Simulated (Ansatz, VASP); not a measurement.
BaCd3Se4 in VASP and in Ansatz

```
Ba Cd Se
1.0
    -3.66711    3.66711    4.07150
     3.66711   -3.66711    4.07150
     3.66711    3.66711   -4.07150
Ba Cd Se
1 3 4
Cartesian
  0.0000 0.0000 0.0000
  0.0000 3.6671 0.0000
  3.6671 0.0000 0.0000
  0.0000 0.0000 4.0715
  1.6333 1.6333 2.8006
  2.0338 2.0338 -1.2709
  1.6333 -1.6333 5.3424
  -1.6333 1.6333 5.3424
```

Change from the starting cell: species swapped into the In3GaTe4 type (I-42m, No. 121).

Alike in both runs: functional PBE; k mesh 2 × 2 × 2; occupations gaussian, width 0.15 eV; no spin polarisation.

Ansatz relaxed the structure, and its values are those at the end. VASP's run is a single point on that final structure, the one shown.

|  | VASP | Ansatz |
| --- | --- | --- |
| version | VASP 6.6.1 | Ansatz 0.2.0 |
| potentials or method | VASP PAW PBE potentials, release 64 (Ba_sv, Cd, Se) | scalar-relativistic, plane waves, PAW |
| plane-wave cutoff (eV) | 520 | 420 |
| valence electrons in the cell | 70 | 134 |

Ansatz gave:

* gap on the k mesh at the Fermi level (eV): 0.11
* least direct gap on the mesh (eV): 0.11
* pressure (GPa): 0.2
* rms of the force components (eV/Å): 0.009

**Question.** Estimate VASP's values.

**Answer.** gap on the k mesh at the Fermi level (eV): 0.10; least direct gap on the mesh (eV): 0.10; pressure (GPa): 0.7; rms of the force components (eV/Å): 0.029.

With one functional, cell and mesh, what is left measures potentials, basis and numerics. The two sets of potentials don't hold the same shells in valence.

Caveats: the k mesh is coarse (spacing up to 0.61 Å⁻¹), so the values aren't converged; spin-orbit coupling is left out, which moves the levels of the heavy elements.
